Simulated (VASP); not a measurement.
Input of a VASP 6.6.1 run:

File INCAR:

```
PREC = Normal ; ENCUT = 520
EDIFF = 1E-4 ; ISMEAR = 0
SIGMA = 0.15 ; LREAL = F
LASPH = T ; NELM = 60
ALGO = Fast ; ISIF = 3
LWAVE = F ; LCHARG = F
GGA = PE ; IBRION = 2
NSW = 24 ; EDIFFG = -0.08
```

The input KPOINTS:

```
Automatic mesh
0
Gamma
  8 8 8
```

POSCAR

```
Sc2Ta
1.0
   -1.7250000000      1.7250000000      5.1750000000
    1.7250000000     -1.7250000000      5.1750000000
    1.7250000000      1.7250000000     -5.1750000000
Sc Ta
2 1
Direct
    0.3333330000      0.3333330000      0.0000000000
    0.6666670000      0.6666670000      0.0000000000
    0.0000000000      0.0000000000      0.0000000000
```

Potentials or basis: VASP PAW PBE potentials, release 64 (Sc_sv, Ta_pv).

The run is started by

```console
$ cat potpaw_PBE.64/Sc_sv/POTCAR potpaw_PBE.64/Ta_pv/POTCAR > POTCAR
$ mpirun -np 1 vasp_std > vasp.out
```

(1) Estimate the band gap on the k mesh.

(2) Predict the space group after relaxing (to 0.05 Å).

(3) Predict the relaxed volume.

Answers

(1) none (metal or under the smearing width).

(2) I4/mmm (No. 139).

(3) 21.66 Å³/atom.
